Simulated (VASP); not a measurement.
OSZICAR of a VASP run on WSi2 (MoSi2 type):

File OSZICAR:
```
       N       E                     dE             d eps       ncg     rms          rms(c)
DAV:   1     0.133295962224E+03    0.13330E+03   -0.11238E+04  4890   0.149E+03
DAV:   2    -0.163061799393E+02   -0.14960E+03   -0.14773E+03  5653   0.363E+02
DAV:   3    -0.204091226697E+02   -0.41029E+01   -0.39992E+01  6515   0.516E+01
DAV:   4    -0.204407547611E+02   -0.31632E-01   -0.31620E-01  5688   0.521E+00
DAV:   5    -0.204411425967E+02   -0.38784E-03   -0.38783E-03  6549   0.582E-01    0.256E+01
DAV:   6    -0.197537922708E+02    0.68735E+00   -0.41366E+00  5828   0.152E+01    0.903E+00
DAV:   7    -0.196854855849E+02    0.68307E-01   -0.26628E-01  5569   0.312E+00    0.458E+00
DAV:   8    -0.196679250529E+02    0.17561E-01   -0.41279E-02  6290   0.184E+00    0.270E-01
DAV:   9    -0.196677087994E+02    0.21625E-03   -0.12256E-03  5793   0.295E-01    0.155E-01
DAV:  10    -0.196677193429E+02   -0.10543E-04   -0.30852E-04  6171   0.171E-01    0.354E-02
DAV:  11    -0.196677155330E+02    0.38099E-05   -0.33677E-05  6157   0.483E-02    0.118E-02
DAV:  12    -0.196677154217E+02    0.11130E-06   -0.17309E-06  4118   0.950E-03
   1 F= -.19667715E+02 E0= -.19667745E+02  d E =-.196677E+02
       N       E                     dE             d eps       ncg     rms          rms(c)
DAV:   1    -0.200887389734E+02   -0.42102E+00   -0.98348E+00  5590   0.396E+01    0.802E+00
DAV:   2    -0.197052429219E+02    0.38350E+00   -0.29123E+00  5506   0.134E+01    0.123E+00
DAV:   3    -0.196597900327E+02    0.45453E-01   -0.17340E-01  5380   0.242E+00    0.661E-01
DAV:   4    -0.196495933436E+02    0.10197E-01   -0.24597E-02  5856   0.143E+00    0.450E-01
DAV:   5    -0.196493697268E+02    0.22362E-03   -0.42319E-03  6143   0.607E-01    0.323E-01
DAV:   6    -0.196492017932E+02    0.16793E-03   -0.13743E-03  5702   0.240E-01    0.128E-02
DAV:   7    -0.196492025298E+02   -0.73657E-06   -0.29802E-05  5912   0.424E-02    0.124E-02
DAV:   8    -0.196492024467E+02    0.83130E-07   -0.16067E-06  5155   0.823E-03
   2 F= -.19649202E+02 E0= -.19649289E+02  d E =0.185130E-01
       N       E                     dE             d eps       ncg     rms          rms(c)
DAV:   1    -0.198478501803E+02   -0.19865E+00   -0.38941E+00  5618   0.243E+01    0.533E+00
DAV:   2    -0.196949694351E+02    0.15288E+00   -0.89073E-01  5507   0.797E+00    0.756E-01
DAV:   3    -0.196807400734E+02    0.14229E-01   -0.36801E-02  5401   0.131E+00    0.437E-01
DAV:   4    -0.196765954342E+02    0.41446E-02   -0.84208E-03  5898   0.910E-01    0.380E-01
DAV:   5    -0.196765024920E+02    0.92942E-04   -0.90803E-04  6276   0.305E-01    0.173E-01
DAV:   6    -0.196764814542E+02    0.21038E-04   -0.28649E-04  5737   0.106E-01    0.101E-02
DAV:   7    -0.196764807416E+02    0.71264E-06   -0.97609E-06  5730   0.254E-02
   3 F= -.19676481E+02 E0= -.19676521E+02  d E =-.876532E-02
       N       E                     dE             d eps       ncg     rms          rms(c)
DAV:   1    -0.196765016656E+02   -0.20211E-04   -0.49550E-04  5604   0.278E-01    0.613E-02
DAV:   2    -0.196764814455E+02    0.20220E-04   -0.13088E-04  5556   0.941E-02    0.839E-03
DAV:   3    -0.196764795433E+02    0.19022E-05   -0.59136E-06  5310   0.155E-02    0.462E-03
DAV:   4    -0.196764791227E+02    0.42062E-06   -0.10460E-06  2599   0.102E-02
   4 F= -.19676479E+02 E0= -.19676519E+02  d E =-.876370E-02
```

### Question
Which electronic solver shows in the log?

### Answer
It is blocked Davidson (ALGO = Normal, or the opening steps of other solvers). The INCAR had ALGO = Normal.

### Question
Can the final energy be trusted as converged?

### Answer
The run converged. It stopped with EDIFF = 1E-6, NELM = 100, NSW = 60 and EDIFFG = -0.02 after 4 ionic steps (optB86b-vdW, plane waves, VASP's PBE PAW potentials (set 64)).

The compound is WSi2 in the MoSi2 type structure. This run relaxes it. Symmetry was kept, so distortions that lower it aren't found. The start is the result of an earlier pass.
